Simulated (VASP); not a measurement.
# CaHfI2 (P4/mmm) in VASP: a series of runs, part 3 of 3

VASP 6.6.1. The steps go on from the part before.

### 6 Relaxation of cell and atoms, PBE

This run uses another cell than the first one, of 27.58 Å³/atom, 0.916 times its volume.

File INCAR:

```
  PREC = Accurate
  ENCUT = 600
  EDIFF = 1E-7
  ISMEAR = 0
  SIGMA = 0.1
  LREAL = False
  LASPH = True
  NELM = 100
  ALGO = Normal
  ISIF = 3
  LWAVE = False
  LCHARG = False
  GGA = PE
  IBRION = 2
  NSW = 90
  EDIFFG = -0.04
```

File KPOINTS:

```
Automatic mesh
0
Gamma
  4 4 6
```

File POSCAR:

```
CaHfI2
1.0
    6.0135569300      0.0000000000      0.0000000000
    0.0000000000      6.0135569300      0.0000000000
    0.0000000000      0.0000000000      3.0504337600
Ca Hf I
1 1 2
Direct
    0.5000000000      0.5000000000      0.5000000000
    0.0000000000      0.0000000000      0.0000000000
    0.5000000000      0.0000000000      0.0000000000
    0.0000000000      0.5000000000      0.0000000000
```

Potentials or basis: VASP PAW PBE potentials, release 64 (Ca_sv, Hf_pv, I).

The run is started by

```console
$ cat potpaw_PBE.64/Ca_sv/POTCAR potpaw_PBE.64/Hf_pv/POTCAR potpaw_PBE.64/I/POTCAR > POTCAR
$ mpirun -np 1 vasp_std > vasp.out
```

OUTCAR:

```text
PREC = Accurate
   ENCUT = 600
   EDIFF = 1E-7
   ISMEAR = 0
   LREAL = False
   LASPH = True
   NELM = 100
   ISIF = 3
   GGA = PE
   IBRION = 2
   NSW = 90
   EDIFFG = -0.04

 ion  position               nearest neighbor table
   1  0.500  0.500  0.500-   3 3.37   4 3.37   3 3.37   4 3.37   3 3.37   3 3.37   4 3.37   4 3.37

   2  0.000  0.000  0.000-   3 3.01   4 3.01   4 3.01   3 3.01
   3  0.500  0.000  0.000-   2 3.01   2 3.01   1 3.37   1 3.37   1 3.37   1 3.37
   4  0.000  0.500  0.000-   2 3.01   2 3.01   1 3.37   1 3.37   1 3.37   1 3.37

  LATTYP: Found a simple tetragonal cell.
 ALAT       =     6.0135569300
 C/A-ratio  =     0.5072594798

  Lattice vectors:

 A1 = (   6.0135569300,   0.0000000000,   0.0000000000)
 A2 = (   0.0000000000,   6.0135569300,   0.0000000000)
 A3 = (   0.0000000000,   0.0000000000,   3.0504337600)

Analysis of symmetry for initial positions (statically):
=====================================================================
 Subroutine PRICEL returns:
 Original cell was already a primitive cell.

 Routine SETGRP: Setting up the symmetry group for a
 simple tetragonal supercell.

 Subroutine GETGRP returns: Found 16 space group operations
 (whereof 16 operations were pure point group operations)
 out of a pool of 16 trial point group operations.

The static configuration has the point symmetry D_4h.

Analysis of symmetry for dynamics (positions and initial velocities):
=====================================================================
 Subroutine PRICEL returns:
 Original cell was already a primitive cell.

 Routine SETGRP: Setting up the symmetry group for a
 simple tetragonal supercell.

 Subroutine GETGRP returns: Found 16 space group operations
 (whereof 16 operations were pure point group operations)
 out of a pool of 16 trial point group operations.

The dynamic configuration has the point symmetry D_4h.

 Subroutine INISYM returns: Found 16 space group operations
 (whereof 16 operations are pure point group operations),
 and found     1 'primitive' translations

----------------------------------------------------------------------------------------

                                     Primitive cell

  volume of cell :     110.3124

  direct lattice vectors                    reciprocal lattice vectors
     6.013556930  0.000000000  0.000000000     0.166290934  0.000000000  0.000000000
     0.000000000  6.013556930  0.000000000     0.000000000  0.166290934  0.000000000
     0.000000000  0.000000000  3.050433760     0.000000000  0.000000000  0.327822231

  length of vectors
     6.013556930  6.013556930  3.050433760     0.166290934  0.166290934  0.327822231

  position of ions in fractional coordinates (direct lattice)
     0.500000000  0.500000000  0.500000000
     0.000000000  0.000000000  0.000000000
     0.500000000  0.000000000  0.000000000
     0.000000000  0.500000000  0.000000000

  ion indices of the primitive-cell ions
   primitive index   ion index
                 1           1
                 2           2
                 3           3
                 4           4

----------------------------------------------------------------------------------------

[... 30 lines left out ...]
  0.500000  0.250000  0.000000      4.000000
  0.500000  0.500000  0.000000      1.000000
[... 16 lines left out ...]
  0.500000  0.250000  0.500000      4.000000
  0.500000  0.500000  0.500000      1.000000
   k-points           NKPTS =     24   k-points in BZ     NKDIM =     24   number of bands    NBANDS=     21
   number of dos      NEDOS =    301   number of ions     NIONS =      4
   total plane-waves  NPLWV =  55296
   dimension x,y,z NGX =    48 NGY =   48 NGZ =   24
   dimension x,y,z NGXF=    96 NGYF=   96 NGZF=   48
   ions per type =               1   1   2
   NGX,Y,Z   is equivalent  to a cutoff of  13.27, 13.27, 13.08 a.u.
   NGXF,Y,Z  is equivalent  to a cutoff of  26.54, 26.54, 26.16 a.u.
 SYSTEM =  unknown system
   PREC   = accura    normal or accurate (medium, high low for compatibility)
   ISTART =      0    job   : 0-new  1-cont  2-samecut
   ICHARG =      2    charge: 1-file 2-atom 10-const
   ISPIN  =      1    spin polarized calculation?
   LNONCOLLINEAR =      F non collinear calculations
   LSORBIT =      F    spin-orbit coupling
   LASPH  =      T    aspherical Exc in radial PAW
   ENCUT  =  600.0 eV  44.10 Ry    6.64 a.u.  12.01 12.01  6.09*2*pi/ulx,y,z
   NELM   =    100;   NELMIN=  2; NELMDL= -5     # of ELM steps
   EDIFF  = 0.1E-06   stopping-criterion for ELM
   LREAL  =      F    real-space projection
   EDIFFG = -.4E-01   stopping-criterion for IOM
   NSW    =     90    number of steps for IOM
   IBRION =      2    ionic relax: 0-MD 1-quasi-New 2-CG
   NFREE  =      1    steps in history (QN), initial steepest desc. (CG)
   ISIF   =      3    stress and relaxation
   ISYM   =      2    0-nonsym 1-usesym 2-fastsym
   POTIM  = 0.5000    time-step for ionic-motion
   TEBEG  =    0.0;   TEEND  =   0.0 temperature during run
   PSTRESS=    0.0 pullay stress
   NELECT =      34.0000    total number of electrons
   NUPDOWN=      -1.0000    fix difference up-down
   EMIN   =  10.00;   EMAX   =-10.00  energy-range for DOS
   EFERMI =   0.00;   METHOD = LEGACY
   ISMEAR =     0;   SIGMA  =   0.10  broadening in eV -4-tet -1-fermi 0-gaus
   EFERMI_NEDOS =   21; number of points for ismear=-14 and -15
   IALGO  =     38    algorithm
   IMIX   =      4    mixing-type and parameters
     AMIX     =   0.40;   BMIX     =  1.00
     AMIX_MAG =   1.60;   BMIX_MAG =  1.00
  volume/ion in A,a.u.               =      27.58       186.11
  Fermi-wavevector in a.u.,A,eV,Ry     =   1.105842  2.089738 16.638374  1.222886
  Thomas-Fermi vector in A             =   2.242334
   LORBIT       =      0    0 simple, 1 ext, 2 COOP (PROOUT), +10 PAW based schemes
   GGA     = PE    functional components
   LHFCALC =     F    Hartree Fock is set to
   AEXX    =    0.0000 exact exchange contribution
   IVDW    =     0    specifies the selected vdW correction
   LEPSILON=     F    determine dielectric tensor
   LRPA    =     F    only Hartree local field effects (RPA)
 conjugate gradient relaxation of ions
 non-spin polarized calculation
 Gauss-broadening in eV      SIGMA  =   0.10
  energy-cutoff  :      600.00
  volume of cell :      110.31
 maximum number of plane-waves:      3720
   NGX = 25   NGY = 25   NGZ = 13

--------------------------------------- Ionic step        1  -------------------------------------------

 number of electron      34.0000000 magnetization

 Free energy of the ion-electron system (eV)
  ---------------------------------------------------
  ext. energy  EPLUGINS =         0.00000000
  ---------------------------------------------------
  free energy    TOTEN  =       -13.80353420 eV

  energy without entropy =      -13.78175697  energy(sigma->0) =      -13.79264559

------------------------ aborting loop because EDIFF is reached ----------------------------------------

  FORCE on cell =-STRESS in cart. coord.  units (eV):
  Direction    XX          YY          ZZ          XY          YZ          ZX
  --------------------------------------------------------------------------------------
  -------------------------------------------------------------------------------------
  Total       -2.5446210     -2.5446210     19.4777048      0.0000000      0.0000000      0.0000000
  in kB      -36.9580666    -36.9580666    282.8941129      0.0000000      0.0000000      0.0000000
  external PRESSURE =      69.6593266 kB  Pullay stress =       0.0000000 kB
[... 25 lines left out ...]
--------------------------------------- Ionic step        2  -------------------------------------------

 number of electron      34.0000007 magnetization

 E-fermi :   6.0239     XC(G=0):  -9.2295

 val. band max:        5.9984189297   @ k =   0.5000   0.0000   0.0000
 cond. band min:       6.0632422777   @ k =   0.2500   0.2500   0.3333
 fundamental gap:      0.0648233480
 Fermi energy:         6.0238569132

 k-point     1 :       0.0000    0.0000    0.0000
  band No.  band energies     occupation
      1     -36.8429      2.00000
      2     -26.1737      2.00000
      3     -26.1737      2.00000
      4     -25.8454      2.00000
      5     -17.8591      2.00000
      6     -17.8591      2.00000
[... 678 lines left out ...]
--------------------------------------- Ionic step        5  -------------------------------------------

 number of electron      33.9999997 magnetization

 Free energy of the ion-electron system (eV)
  ---------------------------------------------------
  ext. energy  EPLUGINS =         0.00000000
  ---------------------------------------------------
  free energy    TOTEN  =       -15.57202148 eV

  energy without entropy =      -15.55425442  energy(sigma->0) =      -15.56313795

 E-fermi :   6.5356     XC(G=0):  -9.4906

 val. band max:        6.5114220702   @ k =   0.2500   0.2500   0.3333
 cond. band min:       6.5411966931   @ k =   0.2500   0.2500   0.3333
 fundamental gap:      0.0297746228
 Fermi energy:         6.5355889326

 k-point     1 :       0.0000    0.0000    0.0000
  band No.  band energies     occupation
      1     -36.1431      2.00000
      2     -25.5397      2.00000
      3     -25.5397      2.00000
      4     -25.1491      2.00000
      5     -17.1740      2.00000
      6     -17.1740      2.00000
[... 596 lines left out ...]
  FREE ENERGIE OF THE ION-ELECTRON SYSTEM (eV)
  ---------------------------------------------------
  free  energy   TOTEN  =       -15.5720214831 eV

  energy  without entropy=      -15.5542544218  energy(sigma->0) =      -15.56313795

 reached required accuracy - stopping structural energy minimisation
```

OSZICAR:

```text
N       E                     dE             d eps       ncg     rms          rms(c)
DAV:   1     0.245131666894E+03    0.24513E+03   -0.17573E+04  1016   0.163E+03
DAV:   2     0.670527710311E+01   -0.23843E+03   -0.23328E+03  1139   0.370E+02
DAV:   3    -0.134775661359E+02   -0.20183E+02   -0.19741E+02  1790   0.765E+01
[... 57 lines left out ...]
DAV:   4    -0.155720196070E+02    0.84397E-04   -0.36394E-04  1725   0.979E-02    0.453E-02
DAV:   5    -0.155720213960E+02   -0.17890E-05   -0.26326E-05  1416   0.227E-02    0.402E-02
DAV:   6    -0.155720223088E+02   -0.91276E-06   -0.16295E-05  1807   0.159E-02    0.653E-03
DAV:   7    -0.155720214269E+02    0.88186E-06   -0.15968E-06  1357   0.670E-03    0.284E-03
DAV:   8    -0.155720214831E+02   -0.56181E-07   -0.88182E-08   737   0.206E-03
   5 F= -.15572021E+02 E0= -.15563138E+02  d E =-.418933E-01
```

CONTCAR:

```text
CaHfI2
   1.00000000000000
     5.7305923341726670    0.0000000000000000    0.0000000000000000
     0.0000000000000000    5.7305923341726670    0.0000000000000000
     0.0000000000000000    0.0000000000000000    3.6674521261020252
  Ca              Hf              I
     1     1     2
Direct
     0.5000000000000000    0.5000000000000000    0.5000000000000000
     0.0000000000000000    0.0000000000000000    0.0000000000000000
     0.5000000000000000    0.0000000000000000    0.0000000000000000
     0.0000000000000000    0.5000000000000000    0.0000000000000000

  0.00000000E+00  0.00000000E+00  0.00000000E+00
  0.00000000E+00  0.00000000E+00  0.00000000E+00
  0.00000000E+00  0.00000000E+00  0.00000000E+00
  0.00000000E+00  0.00000000E+00  0.00000000E+00
```

Wall time 2.6 min (1 thread of Intel Xeon Platinum 8559C (Emerald Rapids), shared host); peak memory 0.29 GiB.

What came out:

```yaml
Free_energy: -15.5720 eV
Relaxed_volume: 30.11 Å³/atom
Relaxed_cell: a = 5.731 Å, b = 5.731 Å, c = 3.667 Å, α = 90.00°, β = 90.00°, γ = 90.00°
Space_group_after_relaxing_to_0.05_Å: P4/mmm (No. 123)
Energy_gained_by_relaxing: 442.1 meV/atom
Ionic_steps: 5
Pressure_after_relaxing: -0.1 GPa
Band_gap_on_the_k_mesh: none (metal or under the smearing width)
```

Stress tensor (GPa, compression positive):
```
 0.01  0.00  0.00
 0.00  0.01  0.00
 0.00  0.00 -0.19
```

The path:
```
step  energy change (eV)  largest force (eV/Å)  pressure (GPa)  volume (Å³)
   1              0.0000                0.0000            6.97       110.31
   2             -1.7115                0.0000           -2.18       127.99
   3             -1.7266                0.0000           -1.81       125.83
   4             -1.7681                0.0000            0.12       119.97
   5             -1.7685                0.0000           -0.05       120.44
```

Final structure:
```
CELL_PARAMETERS angstrom
5.73059 0.00000 0.00000
0.00000 5.73059 0.00000
0.00000 0.00000 3.66745
ATOMIC_POSITIONS crystal
Ca 0.50000 0.50000 0.50000
Hf 0.00000 0.00000 0.00000
I 0.50000 0.00000 0.00000
I 0.00000 0.50000 0.00000
```

Levels at points of the mesh, in eV from the Fermi level:
```tsv
k point	band 15	band 16	band 17	band 18	band 19	band 20
(0.00, 0.00, 0.00)	-2.69	-2.30	-1.59	-1.31	0.30	0.40
(0.50, 0.00, 0.00)	-3.09	-1.68	-0.03	0.44	0.50	1.45
(0.50, 0.50, 0.00)	-3.30	-1.32	0.14	1.54	1.61	1.61
(0.00, 0.00, 0.50)	-4.14	-1.22	-1.22	-0.70	0.40	0.92
(0.50, 0.00, 0.50)	-5.01	-1.26	0.11	0.52	0.71	0.74
(0.50, 0.50, 0.50)	-3.61	-0.91	-0.31	0.70	0.70	0.83
```

### 7 Overview

```tsv
task	cell	k mesh	cutoff (eV)	gap on the mesh (eV)	pressure (GPa)	relaxed volume (Å³/atom)
single point	P4/mmm, 30.12 Å³/atom	8 × 8 × 12	520	none	-0.1	-
relaxation of cell and atoms	relaxed	8 × 8 × 12	600	none	0.0	30.06
single point	P4/mmm, 27.58 Å³/atom	4 × 4 × 6	520	none	7.0	-
single point	P4/mmm, 30.08 Å³/atom	4 × 4 × 6	520	none	-0.1	-
relaxation of cell and atoms	relaxed	4 × 4 × 6	600	none	-0.1	30.11
```

Alike in all rows: level PBE; potentials or basis VASP PAW PBE potentials, release 64 (Ca_sv, Hf_pv, I); no spin polarisation; smearing gaussian 0.1 eV.

Every run on the cell as given and a fine mesh finds a metal.

Total energies depend on the potentials used, so only differences within one code and one set of settings carry meaning.
